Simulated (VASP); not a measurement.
OSZICAR of a VASP run on PbO:

**OSZICAR**
```
       N       E                     dE             d eps       ncg     rms          rms(c)
DAV:   1     0.861816345578E+03    0.86182E+03   -0.32409E+04   912   0.127E+03
DAV:   2     0.898018873476E+02   -0.77201E+03   -0.74026E+03   960   0.400E+02
DAV:   3    -0.474516596081E+02   -0.13725E+03   -0.13447E+03  1208   0.200E+02
DAV:   4    -0.536451094512E+02   -0.61934E+01   -0.61787E+01  1016   0.513E+01
DAV:   5    -0.539371556574E+02   -0.29205E+00   -0.29195E+00  1136   0.986E+00    0.167E+01
DAV:   6    -0.447990263068E+02    0.91381E+01   -0.54109E+01  1240   0.437E+01    0.910E+00
DAV:   7    -0.442776994297E+02    0.52133E+00   -0.73100E+00  1144   0.149E+01    0.431E+00
DAV:   8    -0.441274813604E+02    0.15022E+00   -0.13187E+00  1280   0.622E+00    0.157E+00
DAV:   9    -0.440645559774E+02    0.62925E-01   -0.20841E-01  1232   0.371E+00    0.814E-01
DAV:  10    -0.440641732923E+02    0.38269E-03   -0.60055E-02  1184   0.210E+00    0.335E-01
DAV:  11    -0.440654002530E+02   -0.12270E-02   -0.11660E-02  1384   0.830E-01    0.206E-01
DAV:  12    -0.440640341843E+02    0.13661E-02   -0.39238E-03  1288   0.477E-01    0.829E-02
DAV:  13    -0.440640854417E+02   -0.51257E-04   -0.20677E-03  1424   0.394E-01    0.105E-01
DAV:  14    -0.440644441635E+02   -0.35872E-03   -0.17260E-03  1152   0.370E-01    0.313E-02
DAV:  15    -0.440647616264E+02   -0.31746E-03   -0.27357E-04  1288   0.158E-01    0.240E-02
DAV:  16    -0.440652998930E+02   -0.53827E-03   -0.95481E-05  1200   0.728E-02    0.166E-02
DAV:  17    -0.440656420948E+02   -0.34220E-03   -0.30221E-05  1128   0.458E-02    0.501E-03
DAV:  18    -0.440658564011E+02   -0.21431E-03   -0.13633E-05   904   0.188E-02    0.626E-03
DAV:  19    -0.440659197392E+02   -0.63338E-04   -0.34313E-06   800   0.116E-02    0.308E-03
DAV:  20    -0.440659368104E+02   -0.17071E-04   -0.23109E-06   776   0.790E-03    0.199E-03
DAV:  21    -0.440659388696E+02   -0.20593E-05   -0.35125E-07   648   0.806E-03    0.107E-03
DAV:  22    -0.440659398964E+02   -0.10267E-05   -0.21774E-07   616   0.350E-03    0.389E-04
DAV:  23    -0.440659400951E+02   -0.19874E-06   -0.10064E-07   648   0.232E-03
   1 F= -.44065940E+02 E0= -.44065940E+02  d E =-.430393E-16
```

### Question
Which electronic solver shows in the log?

### Answer
It is blocked Davidson (ALGO = Normal, or the opening steps of other solvers). The INCAR had ALGO = Normal.

### Question
Can the final energy be trusted as converged?

### Answer
The run converged. It stopped with EDIFF = 1E-6, NELM = 100 (PBEsol GGA, plane waves, VASP's PBE PAW potentials (set 64)).  The cell holds a wide vacuum, so values per volume refer to the whole cell.

The cell is a sheet with vacuum, built from a database entry that may be metastable or hypothetical.
